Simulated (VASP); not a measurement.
An input for Quantum ESPRESSO's pw.x (written as the equivalent of a VASP run, and not itself run):

```
&CONTROL
  calculation = 'vc-relax'
  pseudo_dir = './pseudo'
  outdir = './out'
  tprnfor = .true.
  tstress = .true.
  nstep = 40
  forc_conv_thr = 0.00078
/
&SYSTEM
  ibrav = 0
  nat = 2
  ntyp = 2
  ecutwfc = 72
  occupations = 'smearing'
  smearing = 'gaussian'
  degauss = 0.003675
  input_dft = 'pz'
/
&ELECTRONS
  conv_thr = 7.3e-08
  electron_maxstep = 100
/
&IONS
/
&CELL
  press = 300
/
ATOMIC_SPECIES
  Ca 40.078 Ca.upf
  S 32.060 S.upf
CELL_PARAMETERS angstrom
     0.0000000    2.5544074    2.5544074
     2.5544074    0.0000000    2.5544074
     2.5544074    2.5544074    0.0000000
ATOMIC_POSITIONS crystal
  Ca   1.0000000  0.0000000  1.0000000
  S    0.5000000  0.5000000  0.5000000
K_POINTS automatic
  9 9 9 0 0 0
```

Q: Translate this input to VASP (INCAR, KPOINTS, POSCAR, choice of POTCAR).

A: This is not unique; one that fits is 
File POSCAR:
```
CaS
1
    0.0000000000     2.5544074098     2.5544074098
    2.5544074098     0.0000000000     2.5544074098
    2.5544074098     2.5544074098     0.0000000000
Ca S
1 1
Direct
  1.0000000000   0.0000000000   1.0000000000
  0.5000000000   0.5000000000   0.5000000000
```

### KPOINTS
```
K-points
0
Gamma
 9 9 9
```

### INCAR
```
ALGO = Normal
EDIFF = 1E-6
EDIFFG = -0.02
ENCUT = 500
IBRION = 2
ISIF = 3
ISMEAR = 0
LASPH = .TRUE.
LCHARG = .FALSE.
LREAL = .FALSE.
LWAVE = .FALSE.
NELM = 100
NSW = 40
PREC = Accurate
PSTRESS = 300
SIGMA = 0.05
SYSTEM = CaS
```

POTCAR, in this order: Ca_sv S (LDA.64 set). Program: vasp_std.

What does not carry over: the potentials are each code's own (VASP's PAW set, PseudoDojo norm-conserving files in pw.x), so ENCUT and ecutwfc are chosen apart and not converted; conv_thr bounds pw.x's estimated SCF error, while EDIFF bounds the energy change between steps; forc_conv_thr acts on force components and is met together with etot_conv_thr.

The compound is CaS in the rock salt structure. It was relaxed first under an external pressure of 30 GPa.
